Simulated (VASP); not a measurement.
A cell of Bi (relaxed from the fcc structure, space group Fm-3m) near equilibrium:

```yaml
crystal:
  lattice:
    - [0.00000, 2.47487, 2.47487]
    - [2.47487, 0.00000, 2.47487]
    - [2.47487, 2.47487, 0.00000]
  atoms:
    - { symbol: Bi, position: [0.00000, 0.00000, 0.00000] }
```

Level of theory: PBEsol GGA, VASP's PBE PAW potentials (set 64) (plane waves; VASP).

```tsv
run	ΔE (meV/atom)	σxx	σyy	σzz	largest shear component, with its sign (GPa)	largest force (eV/Å)
as it is	0.0	-0.36	-0.36	-0.36	0.00	0.000
after one change	18.1	3.73	3.73	3.73	0.00	0.000
```
Stress is in GPa, positive when the cell is compressed.

Name the change that produced these shifts.
A. isotropic strain of +4.0 %
B. isotropic strain of -2.0 %
C. uniaxial strain of -0.5 % along x
D. biaxial strain of -2.0 % in the xy plane

B, isotropic strain of -2.0 %

The structure was generated: Bi was put into the fcc type (Fm-3m), which need not be its known phase.
